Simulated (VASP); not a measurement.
Given:

```
CELL_PARAMETERS angstrom
      1.65500    -2.86654     0.00000
      1.65500     2.86654     0.00000
      0.00000     0.00000     5.27000
ATOMIC_POSITIONS crystal
  Sc 0.33333 0.66667 0.25000
  Sc 0.66667 0.33333 0.75000
```

All values below come from PBEsol GGA, VASP's PBE PAW potentials (set 64) (plane waves; VASP). Settings: 400 eV cut-off, 11×11×6 Γ-centred mesh, first-order Methfessel-Paxton smearing of 0.10 eV, potentials Sc_sv.

Energy and stress use the plane-wave basis of the starting cell.

Q: The ions, cell shape and volume are relaxed. What does this cell relax into?

A: 
```
CELL_PARAMETERS angstrom
      1.63726    -2.83581     0.00000
      1.63726     2.83581     0.00000
      0.00000     0.00000     5.08470
ATOMIC_POSITIONS crystal
  Sc 0.33333 0.66667 0.25000
  Sc 0.66667 0.33333 0.75000
```
Space group P6_3/mmc (194), at a tolerance of 0.03 Å.

Q: How do energy and volume change from the first to the last step?

A: The energy (σ→0) changes by -16.3 meV/atom and the volume by -5.6 %, in 7 ionic steps.

```csv
step,E(σ→0) (eV),max force (eV/Å),pressure (GPa),volume (Å³)
1,-13.1813,0.000,-2.98,50.00
2,-13.2117,0.000,0.64,46.70
3,-13.2123,0.000,0.18,47.08
4,-13.2138,0.000,0.09,47.13
5,-13.2139,0.000,0.08,47.15
6,-13.2139,0.000,0.06,47.15
7,-13.2139,0.000,0.00,47.22
```

The compound is Sc in the hcp structure. This run relaxes it. Symmetry was kept, so distortions that lower it aren't found.
